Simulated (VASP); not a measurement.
Output of a VASP run:

**OSZICAR**
```
       N       E                     dE             d eps       ncg     rms          rms(c)
DAV:   1     0.533724859802E+00    0.53372E+00   -0.73694E+02   855   0.420E+02
DAV:   2    -0.180263096754E+01   -0.23364E+01   -0.22299E+01  1175   0.590E+01
DAV:   3    -0.191276990386E+01   -0.11014E+00   -0.11012E+00  1045   0.865E+00
DAV:   4    -0.191630917833E+01   -0.35393E-02   -0.35398E-02  1085   0.150E+00
DAV:   5    -0.191634947231E+01   -0.40294E-04   -0.40294E-04  1085   0.151E-01    0.443E-01
DAV:   6    -0.191306988113E+01    0.32796E-02   -0.10423E-03  1210   0.271E-01    0.248E-01
DAV:   7    -0.191154733173E+01    0.15225E-02   -0.30489E-03  1395   0.420E-01    0.339E-02
DAV:   8    -0.191159452322E+01   -0.47191E-04   -0.45186E-04   980   0.205E-01    0.808E-03
DAV:   9    -0.191158778428E+01    0.67389E-05   -0.68352E-06  1030   0.404E-02    0.992E-04
DAV:  10    -0.191158720968E+01    0.57460E-06   -0.87031E-07   665   0.113E-02
   1 F= -.19115872E+01 E0= -.19115887E+01  d E =-.191159E+01
```

**OUTCAR**
```
------------------------ aborting loop because EDIFF is reached ----------------------------------------
  FORCE on cell =-STRESS in cart. coord.  units (eV):
  Direction    XX          YY          ZZ          XY          YZ          ZX
  --------------------------------------------------------------------------------------
  Total       -0.0025611     -0.0025611     -0.0025611      0.0000000     -0.0000000      0.0000000
  in kB       -0.2001035     -0.2001035     -0.2001035      0.0000000     -0.0000000      0.0000000
  external PRESSURE =      -0.2001035 kB  Pullay stress =       0.0000000 kB
  volume of cell :       20.51
      direct lattice vectors                 reciprocal lattice vectors
    -1.724283352  1.724283352  1.724283352     0.000000000  0.289975542  0.289975542
     1.724283352 -1.724283352  1.724283352     0.289975542  0.000000000  0.289975542
     1.724283352  1.724283352 -1.724283352     0.289975542  0.289975542  0.000000000
 POSITION                                       TOTAL-FORCE (eV/Angst)
 -----------------------------------------------------------------------------------
      0.00000      0.00000      0.00000        -0.000000      0.000000     -0.000000
 -----------------------------------------------------------------------------------
    total drift:                               -0.000000     -0.000000      0.000000
  FREE ENERGIE OF THE ION-ELECTRON SYSTEM (eV)
  ---------------------------------------------------
  free  energy   TOTEN  =        -1.9115872097 eV

  energy  without entropy=       -1.9115918063  energy(sigma->0) =       -1.91158874

 reached required accuracy - stopping structural energy minimisation
```
(Selected blocks of OUTCAR.)

POSCAR:
```
Li
1
   -1.7242833522     1.7242833522     1.7242833522
    1.7242833522    -1.7242833522     1.7242833522
    1.7242833522     1.7242833522    -1.7242833522
Li
1
Direct
  0.0000000000   0.0000000000   0.0000000000
```

Task: Reconstruct the remaining input files.

Result: Several could match; the one computed here: the input of the run itself, AM05 GGA, plane waves, VASP's PBE PAW potentials (set 64).

**INCAR**
```
LCHARG=F
ISIF=3   ! ions, shape and volume
SIGMA=0.1
LREAL=F   ! projection in real space or not
LASPH=T
SYSTEM=Li
ISMEAR=1
EDIFF=1E-6   ! SCF stop (eV)
GGA=AM   ! AM05
LWAVE=F
ENCUT=520
ALGO=Normal   ! blocked Davidson
NELM=100
EDIFFG=-0.01   ! ionic stop
IBRION=2
PREC=Accurate
NSW=60   ! most ionic steps
```

**KPOINTS**
```
Regular mesh
0
gamma
13 13 13
```

POTCAR, in this order: Li_sv (PBE.64 set). Program: vasp_std.

The compound is Li in the bcc structure. It was relaxed first. The start is the result of an earlier pass.
